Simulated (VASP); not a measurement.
Level of theory: PBE GGA with D3 dispersion (Becke-Johnson damping), VASP's PBE PAW potentials (set 64) (plane waves; VASP).

The input files of a VASP run:

### POSCAR
```
WSe2
1
    1.6564659489    -2.8690828569     0.0000000000
    1.6564659489     2.8690828569     0.0000000000
    0.0000000000     0.0000000000    12.9123993138
W Se
2 4
Direct
  0.3333330000   0.6666670000   0.2500000000
  0.6666670000   0.3333330000   0.7500000000
  0.3333330000   0.6666670000   0.8819030488
  0.6666670000   0.3333330000   0.3819030488
  0.6666670000   0.3333330000   0.1180969512
  0.3333330000   0.6666670000   0.6180969512
```

### INCAR
```
SYSTEM=WSe2
PREC=Accurate; ENCUT=520; LREAL=.FALSE.
LASPH=.TRUE.
EDIFF=1E-7; NELM=100; ALGO=Normal
LMAXMIX=6
ISMEAR=0; SIGMA=0.05
GGA=PE; IVDW=12
IBRION=2; NSW=30; ISIF=4
EDIFFG=-0.01
LWAVE=.FALSE.; LCHARG=.FALSE.
```

File KPOINTS:
```
Regular mesh
0
G
8 8 2
0 0 0
```

POTCAR, in this order: W_sv Se (PBE.64 set). Program: vasp_std.

What VASP printed:

**OUTCAR**
```
 ion  position               nearest neighbor table
   1  0.333  0.667  0.250-   4 2.56   5 2.56   4 2.56   5 2.56   4 2.56   5 2.56
   2  0.667  0.333  0.750-   3 2.56   6 2.56   3 2.56   6 2.56   3 2.56   6 2.56
   3  0.333  0.667  0.882-   2 2.56   2 2.56   2 2.56
   4  0.667  0.333  0.382-   1 2.56   1 2.56   1 2.56
   5  0.667  0.333  0.118-   1 2.56   1 2.56   1 2.56
   6  0.333  0.667  0.618-   2 2.56   2 2.56   2 2.56
  LATTYP: Found a hexagonal cell.
 ALAT       =     3.3129316141
 C/A-ratio  =     3.8975749632
 Subroutine PRICEL returns:
 Original cell was already a primitive cell.
 Subroutine GETGRP returns: Found 24 space group operations
The static configuration has the point symmetry D_3d.
 The point group associated with its full space group is D_6h.
The dynamic configuration has the point symmetry D_3d.
 Subroutine INISYM returns: Found 24 space group operations
 Subroutine IBZKPT returns following result:
 Found     20 irreducible k-points:

 Following reciprocal coordinates:
            Coordinates               Weight
  0.000000  0.000000  0.000000      1.000000
  0.125000 -0.000000  0.000000      6.000000
  0.250000 -0.000000  0.000000      6.000000
  0.375000 -0.000000  0.000000      6.000000
  0.500000 -0.000000  0.000000      3.000000
  0.125000  0.125000  0.000000      6.000000
  0.250000  0.125000  0.000000     12.000000
  0.375000  0.125000  0.000000     12.000000
  0.250000  0.250000  0.000000      6.000000
  0.375000  0.250000  0.000000      6.000000
  0.000000  0.000000  0.500000      1.000000
  0.125000 -0.000000  0.500000      6.000000
  0.250000 -0.000000  0.500000      6.000000
  0.375000 -0.000000  0.500000      6.000000
  0.500000 -0.000000  0.500000      3.000000
  0.125000  0.125000  0.500000      6.000000
  0.250000  0.125000  0.500000     12.000000
  0.375000  0.125000  0.500000     12.000000
  0.250000  0.250000  0.500000      6.000000
  0.375000  0.250000  0.500000      6.000000
   k-points           NKPTS =     20   k-points in BZ     NKDIM =     20   number of bands    NBANDS=     31
   number of dos      NEDOS =    301   number of ions     NIONS =      6
   total plane-waves  NPLWV =  75264
   dimension x,y,z NGX =    28 NGY =   28 NGZ =   96
   dimension x,y,z NGXF=    56 NGYF=   56 NGZF=  192
   ions per type =               2   4
   PREC   = accura    normal or accurate (medium, high low for compatibility)
   ISTART =      0    job   : 0-new  1-cont  2-samecut
   ICHARG =      2    charge: 1-file 2-atom 10-const
   ISPIN  =      1    spin polarized calculation?
   LNONCOLLINEAR =      F non collinear calculations
   LSORBIT =      F    spin-orbit coupling
   INIWAV =      1    electr: 0-lowe 1-rand  2-diag
   ENCUT  =  520.0 eV  38.22 Ry    6.18 a.u.   6.16  6.16 24.01*2*pi/ulx,y,z
   NELM   =    100;   NELMIN=  2; NELMDL= -5     # of ELM steps
   EDIFF  = 0.1E-06   stopping-criterion for ELM
   LREAL  =      F    real-space projection
   NLSPLINE    = F    spline interpolate recip. space projectors
   LMAXMIX     =    6 max onsite mixed and CHGCAR
   VOSKOWN=      0    Vosko Wilk Nusair interpolation
   EDIFFG = -.1E-01   stopping-criterion for IOM
   NSW    =     30    number of steps for IOM
   NBLOCK =      1;   KBLOCK =     30    inner block; outer block
   IBRION =      2    ionic relax: 0-MD 1-quasi-New 2-CG
   NFREE  =      1    steps in history (QN), initial steepest desc. (CG)
   ISIF   =      4    stress and relaxation
   ISYM   =      2    0-nonsym 1-usesym 2-fastsym
   TEIN   =    0.0    initial temperature
   TEBEG  =    0.0;   TEEND  =   0.0 temperature during run
   SMASS  =  -3.00    Nose mass-parameter (am)
   PSTRESS=    0.0 pullay stress
   NELECT =      52.0000    total number of electrons
   EFERMI =   0.00;   METHOD = LEGACY
...
```

OSZICAR:
```
       N       E                     dE             d eps       ncg     rms          rms(c)
DAV:   1     0.511427787892E+03    0.51143E+03   -0.28343E+04  1392   0.164E+03
DAV:   2    -0.962228973452E+01   -0.52105E+03   -0.50909E+03  1439   0.429E+02
DAV:   3    -0.442431480225E+02   -0.34621E+02   -0.33679E+02  1573   0.959E+01
DAV:   4    -0.451316398799E+02   -0.88849E+00   -0.88520E+00  1531   0.158E+01
DAV:   5    -0.451513348797E+02   -0.19695E-01   -0.19687E-01  1587   0.224E+00    0.281E+01
DAV:   6    -0.435655561961E+02    0.15858E+01   -0.12317E+01  1428   0.189E+01    0.996E+00
DAV:   7    -0.433155645803E+02    0.24999E+00   -0.55691E+00  1434   0.963E+00    0.561E+00
DAV:   8    -0.431197217181E+02    0.19584E+00   -0.85669E-01  1620   0.507E+00    0.117E+00
DAV:   9    -0.431225129239E+02   -0.27912E-02   -0.71228E-02  1563   0.136E+00    0.804E-01
DAV:  10    -0.431210363447E+02    0.14766E-02   -0.22034E-02  1602   0.938E-01    0.207E-01
DAV:  11    -0.431208716480E+02    0.16470E-03   -0.30633E-03  1570   0.338E-01    0.144E-01
DAV:  12    -0.431208532325E+02    0.18415E-04   -0.11739E-04  1551   0.564E-02    0.102E-01
DAV:  13    -0.431208424836E+02    0.10749E-04   -0.15391E-04  1601   0.680E-02    0.423E-03
DAV:  14    -0.431208435655E+02   -0.10819E-05   -0.45849E-06  1457   0.129E-02    0.700E-03
DAV:  15    -0.431208436720E+02   -0.10657E-06   -0.34483E-07  1282   0.356E-03    0.330E-03
DAV:  16    -0.431208437320E+02   -0.59944E-07   -0.13191E-07  1031   0.217E-03
   1 F= -.45886117E+02 E0= -.45886117E+02  d E =-.458861E+02
       N       E                     dE             d eps       ncg     rms          rms(c)
DAV:   1    -0.431412481028E+02   -0.20404E-01   -0.17320E+00  1289   0.645E+00    0.109E+00
DAV:   2    -0.431435950891E+02   -0.23470E-02   -0.10042E-01  1472   0.134E+00    0.473E-01
DAV:   3    -0.431421399318E+02    0.14552E-02   -0.93889E-03  1485   0.525E-01    0.339E-01
DAV:   4    -0.431416625152E+02    0.47742E-03   -0.20667E-03  1599   0.230E-01    0.155E-01
DAV:   5    -0.431416842822E+02   -0.21767E-04   -0.27733E-04  1440   0.850E-02    0.331E-02
DAV:   6    -0.431416640709E+02    0.20211E-04   -0.72594E-05  1487   0.460E-02    0.985E-03
DAV:   7    -0.431416647819E+02   -0.71101E-06   -0.72396E-06  1640   0.115E-02    0.304E-03
DAV:   8    -0.431416650377E+02   -0.25573E-06   -0.78151E-07  1455   0.534E-03    0.105E-03
DAV:   9    -0.431416650215E+02    0.16215E-07   -0.49966E-08   907   0.139E-03
   2 F= -.45906699E+02 E0= -.45906699E+02  d E =-.205827E-01
       N       E                     dE             d eps       ncg     rms          rms(c)
DAV:   1    -0.431417070728E+02   -0.42035E-04   -0.39635E-03  1332   0.310E-01    0.516E-02
DAV:   2    -0.431417103448E+02   -0.32721E-05   -0.23309E-04  1499   0.645E-02    0.234E-02
DAV:   3    -0.431417058460E+02    0.44988E-05   -0.25304E-05  1477   0.269E-02    0.167E-02
DAV:   4    -0.431417039921E+02    0.18539E-05   -0.50684E-06  1603   0.114E-02    0.773E-03
DAV:   5    -0.431417035930E+02    0.39908E-06   -0.77294E-07  1349   0.422E-03    0.148E-03
DAV:   6    -0.431417036441E+02   -0.51034E-07   -0.15458E-07   888   0.202E-03
   3 F= -.45906750E+02 E0= -.45906750E+02  d E =-.206334E-01
       N       E                     dE             d eps       ncg     rms          rms(c)
DAV:   1    -0.431701117622E+02   -0.28408E-01   -0.11773E+00  1240   0.693E+00    0.918E-01
DAV:   2    -0.431543890169E+02    0.15723E-01   -0.99223E-02  1428   0.172E+00    0.459E-01
DAV:   3    -0.431510439774E+02    0.33450E-02   -0.64119E-03  1492   0.492E-01    0.199E-01
DAV:   4    -0.431499381202E+02    0.11059E-02   -0.34705E-03  1451   0.297E-01    0.831E-02
DAV:   5    -0.431499598130E+02   -0.21693E-04   -0.40419E-04  1424   0.117E-01    0.473E-02
DAV:   6    -0.431499400888E+02    0.19724E-04   -0.10112E-04  1602   0.577E-02    0.111E-02
DAV:   7    -0.431499419029E+02   -0.18141E-05   -0.73210E-06  1609   0.152E-02    0.461E-03
DAV:   8    -0.431499420525E+02   -0.14953E-06   -0.14793E-06  1617   0.736E-03    0.104E-03
DAV:   9    -0.431499420970E+02   -0.44569E-07   -0.10792E-07   949   0.196E-03
   4 F= -.45914350E+02 E0= -.45914350E+02  d E =-.759984E-02
       N       E                     dE             d eps       ncg     rms          rms(c)
DAV:   1    -0.431796824000E+02   -0.29740E-01   -0.15070E+00  1240   0.783E+00    0.104E+00
DAV:   2    -0.431594031821E+02    0.20279E-01   -0.12814E-01  1435   0.196E+00    0.521E-01
DAV:   3    -0.431551080284E+02    0.42952E-02   -0.82496E-03  1492   0.561E-01    0.226E-01
DAV:   4    -0.431536675779E+02    0.14405E-02   -0.45089E-03  1429   0.338E-01    0.960E-02
DAV:   5    -0.431536962801E+02   -0.28702E-04   -0.51816E-04  1437   0.133E-01    0.546E-02
DAV:   6    -0.431536702733E+02    0.26007E-04   -0.13306E-04  1581   0.664E-02    0.126E-02
DAV:   7    -0.431536726002E+02   -0.23269E-05   -0.95349E-06  1617   0.174E-02    0.526E-03
DAV:   8    -0.431536727943E+02   -0.19410E-06   -0.18757E-06  1619   0.833E-03    0.116E-03
DAV:   9    -0.431536728506E+02   -0.56313E-07   -0.14306E-07   949   0.225E-03
   5 F= -.45917401E+02 E0= -.45917401E+02  d E =-.106509E-01
```

OUTCAR:
```
------------------------ aborting loop because EDIFF is reached ----------------------------------------
 Edisp (eV)   -2.76373
  FORCE on cell =-STRESS in cart. coord.  units (eV):
  Direction    XX          YY          ZZ          XY          YZ          ZX
  --------------------------------------------------------------------------------------
  Total      -0.91648    -0.91648    -0.86859     0.00000     0.00000     0.00000
  in kB     -11.96384   -11.96384   -11.33868     0.00000     0.00000     0.00000
  external pressure =      -11.76 kB  Pullay stress =        0.00 kB
  volume of cell :      122.73
      direct lattice vectors                 reciprocal lattice vectors
     1.647775716 -2.854030977  0.000000000     0.303439355 -0.175190810  0.000000000
     1.647775716  2.854030977  0.000000000     0.303439355  0.175190810  0.000000000
     0.000000000  0.000000000 13.048956120    -0.000000000 -0.000000000  0.076634483
 POSITION                                       TOTAL-FORCE (eV/Angst)
 -----------------------------------------------------------------------------------
      1.64778      0.95135      3.26224        -0.000000      0.000000     -0.000000
      1.64778     -0.95135      9.78672         0.000000     -0.000000     -0.000000
      1.64778      0.95135     11.47052        -0.000000     -0.000000      0.006833
      1.64778     -0.95135      4.94604        -0.000000     -0.000000      0.006833
      1.64778     -0.95135      1.57844         0.000000     -0.000000     -0.006833
      1.64778      0.95135      8.10291        -0.000000     -0.000000     -0.006833
 -----------------------------------------------------------------------------------
    total drift:                               -0.000141      0.001063     -0.000033
  FREE ENERGIE OF THE ION-ELECTRON SYSTEM (eV)
  ---------------------------------------------------
  free  energy   TOTEN  =       -45.9174009297 eV

  energy  without entropy=      -45.9174009297  energy(sigma->0) =      -45.91740093

 reached required accuracy - stopping structural energy minimisation
```
(Selected blocks of OUTCAR.)

CONTCAR:
```
WSe2
   1.00000000000000
     1.6477757155843380   -2.8540309769452463    0.0000000000000000
     1.6477757155843380    2.8540309769452463    0.0000000000000000
     0.0000000000000000    0.0000000000000000   13.0489561204607885
  W               Se
     2     4
Direct
     0.3333330000000032    0.6666669999999968    0.2500000000000000
     0.6666669999999968    0.3333330000000032    0.7500000000000000
     0.3333330000000032    0.6666669999999968    0.8790373305418800
     0.6666669999999968    0.3333330000000032    0.3790373305418801
     0.6666669999999968    0.3333330000000032    0.1209626694581199
     0.3333330000000032    0.6666669999999968    0.6209626694581200
```

The compound is WSe2 in the 2H layered structure. This cell is one point of a volume scan, at 1.03 of the reference volume. Symmetry was kept, so distortions that lower it aren't found.
